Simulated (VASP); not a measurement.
Output of a VASP run:

File OSZICAR:
```
       N       E                     dE             d eps       ncg     rms          rms(c)
DAV:   1     0.299600823652E+02    0.29960E+02   -0.37398E+03  1280   0.798E+02
DAV:   2    -0.893682200094E+01   -0.38897E+02   -0.36615E+02  1168   0.177E+02
DAV:   3    -0.943202633180E+01   -0.49520E+00   -0.49498E+00  1648   0.269E+01
DAV:   4    -0.943481031899E+01   -0.27840E-02   -0.27839E-02  1536   0.148E+00
DAV:   5    -0.943482768142E+01   -0.17362E-04   -0.17362E-04  1688   0.677E-02    0.128E+01
DAV:   6    -0.893425390243E+01    0.50057E+00   -0.11550E+00  1304   0.146E+01    0.506E+00
DAV:   7    -0.885401539029E+01    0.80239E-01   -0.31772E-01  1488   0.714E+00    0.156E+00
DAV:   8    -0.885028740062E+01    0.37280E-02   -0.14981E-03  1216   0.575E-01    0.950E-01
DAV:   9    -0.884801106346E+01    0.22763E-02   -0.16195E-03  1464   0.648E-01    0.113E-02
DAV:  10    -0.884801689797E+01   -0.58345E-05   -0.48390E-06  1480   0.232E-02    0.103E-02
DAV:  11    -0.884801818531E+01   -0.12873E-05   -0.62279E-07  1176   0.836E-03    0.624E-04
DAV:  12    -0.884801813998E+01    0.45330E-07   -0.15738E-08   640   0.161E-03
   1 F= -.88480181E+01 E0= -.88482969E+01  d E =0.836429E-03
```

### OUTCAR
```
------------------------ aborting loop because EDIFF is reached ----------------------------------------
  FORCE on cell =-STRESS in cart. coord.  units (eV):
  Direction    XX          YY          ZZ          XY          YZ          ZX
  --------------------------------------------------------------------------------------
  Total       -1.0567746     -1.0567746     -1.0567746      0.0000000      0.0000000      0.0000000
  in kB     -112.7090393   -112.7090393   -112.7090393      0.0000000      0.0000000      0.0000000
  external PRESSURE =    -112.7090393 kB  Pullay stress =       0.0000000 kB
  volume of cell :       15.02
      direct lattice vectors                 reciprocal lattice vectors
     0.000000000  1.958400000  1.958400000    -0.255310458  0.255310458  0.255310458
     1.958400000  0.000000000  1.958400000     0.255310458 -0.255310458  0.255310458
     1.958400000  1.958400000  0.000000000     0.255310458  0.255310458 -0.255310458
 POSITION                                       TOTAL-FORCE (eV/Angst)
 -----------------------------------------------------------------------------------
      0.00000      0.00000      0.00000         0.000000      0.000000     -0.000000
 -----------------------------------------------------------------------------------
    total drift:                                0.000000     -0.000000     -0.000000
  FREE ENERGIE OF THE ION-ELECTRON SYSTEM (eV)
  ---------------------------------------------------
  free  energy   TOTEN  =        -8.8480181400 eV

  energy  without entropy=       -8.8488545693  energy(sigma->0) =       -8.84829695
```
(Selected blocks of OUTCAR.)

**POSCAR**
```
Ir
1
    0.0000000000     1.9584000000     1.9584000000
    1.9584000000     0.0000000000     1.9584000000
    1.9584000000     1.9584000000     0.0000000000
Ir
1
Direct
  0.0000000000   0.0000000000   0.0000000000
```

Problem. Reconstruct the remaining input files.

Solution. One answer among several that fit: the input of the run itself, PBE GGA, plane waves, VASP's PBE PAW potentials (set 64).

**KPOINTS**
```
Automatic
0
G
12 12 12
```

### INCAR
```
ALGO = Normal
EDIFF = 1E-6
ENCUT = 400
GGA = PE
ISIF = 2
ISMEAR = 1
LASPH = T
LCHARG = F
LMAXMIX = 6
LREAL = F
LWAVE = F
NELM = 100
PREC = Accurate
SIGMA = 0.1
SYSTEM = Ir
```

POTCAR, in this order: Ir (PBE.64 set). Program: vasp_std.

The compound is Ir in the fcc structure. The cell was not relaxed at this level.
